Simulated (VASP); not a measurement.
Given:

```xyz
6
Lattice="4.9815 0.0000 0.0000 0.0000 4.9815 0.0000 0.0000 0.0000 3.4107" Properties=species:S:1:pos:R:3 pbc="T T T"
Pb     4.9815     0.0000     0.0000
Pb     2.4908     2.4908     1.7053
O      1.5306     1.5306     0.0000
O      4.0214     0.9602     1.7053
O      0.9602     4.0214     1.7053
O      3.4509     3.4509     3.4107
```

Calculation: SCAN meta-GGA, VASP's PBE PAW potentials (set 64) (plane waves; VASP 6.6.1). Run with 520 eV cut-off, 5×5×7 Γ-centred mesh, tetrahedra with Blöchl corrections, potentials Pb_d O.

The cores are frozen, which limits the accuracy of field gradients.

### Question
Give the principal components of the electric field gradient (V/Å²) and the asymmetry η at each nucleus.

### Answer

```csv
atom,Vxx,Vyy,Vzz,η
Pb1,-112.9,-18.4,131.3,0.72
Pb2,-112.9,-18.4,131.3,0.72
O3,77.8,54.4,-132.2,0.18
O4,77.8,54.4,-132.2,0.18
O5,77.8,54.4,-132.2,0.18
O6,77.8,54.4,-132.2,0.18
```

The compound is PbO2 in the rutile structure. It was relaxed first.
